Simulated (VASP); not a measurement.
OSZICAR of a VASP run on NaF (rock salt):

**OSZICAR**
```
       N       E                     dE             d eps       ncg     rms          rms(c)
DAV:   1     0.119450862611E+03    0.11945E+03   -0.91936E+03  1235   0.189E+03
DAV:   2    -0.344860896694E+01   -0.12290E+03   -0.11613E+03  1293   0.411E+02
DAV:   3    -0.906134642065E+01   -0.56127E+01   -0.55979E+01  1430   0.896E+01
DAV:   4    -0.911001675141E+01   -0.48670E-01   -0.48664E-01  1349   0.857E+00
DAV:   5    -0.911044039174E+01   -0.42364E-03   -0.42363E-03  1415   0.818E-01    0.516E+00
DAV:   6    -0.832099531116E+01    0.78945E+00   -0.28616E+00  1577   0.228E+01    0.164E+00
DAV:   7    -0.830639914893E+01    0.14596E-01   -0.33872E-02  1289   0.294E+00    0.100E+00
DAV:   8    -0.830249982161E+01    0.38993E-02   -0.16119E-02  1286   0.310E+00    0.984E-02
DAV:   9    -0.830281318916E+01   -0.31337E-03   -0.24364E-03  1682   0.632E-01    0.533E-02
DAV:  10    -0.830279666921E+01    0.16520E-04   -0.21978E-04  1286   0.253E-01    0.101E-02
DAV:  11    -0.830279717370E+01   -0.50449E-06   -0.10665E-05  1349   0.375E-02    0.151E-03
DAV:  12    -0.830279704598E+01    0.12772E-06   -0.24030E-07   799   0.754E-03
   1 F= -.31464104E+01 E0= -.31464104E+01  d E =-.314641E+01
       N       E                     dE             d eps       ncg     rms          rms(c)
DAV:   1    -0.952762819012E+01   -0.12248E+01   -0.35503E+01  1433   0.102E+02    0.106E+01
DAV:   2    -0.792118954705E+01    0.16064E+01   -0.45847E+00  1298   0.251E+01    0.333E+00
DAV:   3    -0.777384903880E+01    0.14734E+00   -0.20808E-01  1400   0.124E+01    0.153E+00
DAV:   4    -0.772588172665E+01    0.47967E-01   -0.30693E-02  1436   0.693E+00    0.193E-01
DAV:   5    -0.772378265843E+01    0.20991E-02   -0.39695E-03  1391   0.133E+00    0.377E-02
DAV:   6    -0.772362007346E+01    0.16258E-03   -0.32231E-04  1478   0.427E-01    0.224E-02
DAV:   7    -0.772361740839E+01    0.26651E-05   -0.26550E-05  1304   0.804E-02    0.734E-03
DAV:   8    -0.772361630134E+01    0.11070E-05   -0.37726E-06  1199   0.543E-02    0.240E-03
DAV:   9    -0.772361619700E+01    0.10434E-06   -0.36960E-07   652   0.833E-03
   2 F= -.31793362E+01 E0= -.31793362E+01  d E =-.329258E-01
       N       E                     dE             d eps       ncg     rms          rms(c)
DAV:   1    -0.828553276191E+01   -0.56192E+00   -0.60990E+00  1430   0.472E+01    0.421E+00
DAV:   2    -0.802836720798E+01    0.25717E+00   -0.76511E-01  1364   0.101E+01    0.127E+00
DAV:   3    -0.800466792508E+01    0.23699E-01   -0.26864E-02  1403   0.477E+00    0.575E-01
DAV:   4    -0.799695895613E+01    0.77090E-02   -0.48451E-03  1424   0.287E+00    0.601E-02
DAV:   5    -0.799667663792E+01    0.28232E-03   -0.65729E-04  1394   0.540E-01    0.162E-02
DAV:   6    -0.799664076049E+01    0.35877E-04   -0.59873E-05  1451   0.163E-01    0.906E-03
DAV:   7    -0.799663851698E+01    0.22435E-05   -0.42100E-06  1304   0.299E-02    0.302E-03
DAV:   8    -0.799663782317E+01    0.69381E-06   -0.42155E-07   643   0.168E-02
   3 F= -.32120595E+01 E0= -.32120595E+01  d E =-.656491E-01
```

Task: Which electronic solver shows in the log?

Result: It is blocked Davidson (ALGO = Normal, or the opening steps of other solvers). The INCAR had ALGO = Normal.

Task: Can the final energy be trusted as converged?

Result: Self-consistency was reached. It stopped with EDIFF = 1E-6, NELM = 100, NSW = 40 and EDIFFG = -0.02 after 3 ionic steps (PBEsol GGA, plane waves, VASP's PBE PAW potentials (set 64)). Energy and stress use the plane-wave basis of the starting cell.

The compound is NaF in the rock salt structure. This run relaxes it under an external pressure of 45 GPa. Symmetry was kept, so distortions that lower it aren't found.
